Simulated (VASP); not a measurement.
```yaml
crystal:
  lattice:
    - [-1.57857, 1.57857, 1.57857]
    - [1.57857, -1.57857, 1.57857]
    - [1.57857, 1.57857, -1.57857]
  atoms:
    - { symbol: W, position: [0.00000, 0.00000, 0.00000] }
```

Level of theory: PBEsol GGA, VASP's PBE PAW potentials (set 64) (plane waves; VASP). Numerical set-up: 400 eV cut-off, Gaussian smearing of 0.050 eV, potentials W_sv.

### Question
Give the energies of bands 5 to 10 at the high-symmetry points, in eV from the Fermi level.

### Answer

```tsv
band	Γ	H	N	P
5	-9.72	-5.94	-6.37	-3.01
6	-1.28	-5.94	-3.64	-3.01
7	-1.28	5.20	0.69	-3.01
8	-1.28	5.20	2.12	3.28
9	2.22	5.20	3.11	3.28
10	2.22	8.28	6.20	6.61
```

It has no gap at this level: it comes out as a metal or semimetal.

The compound is W in the bcc structure. It was relaxed first.
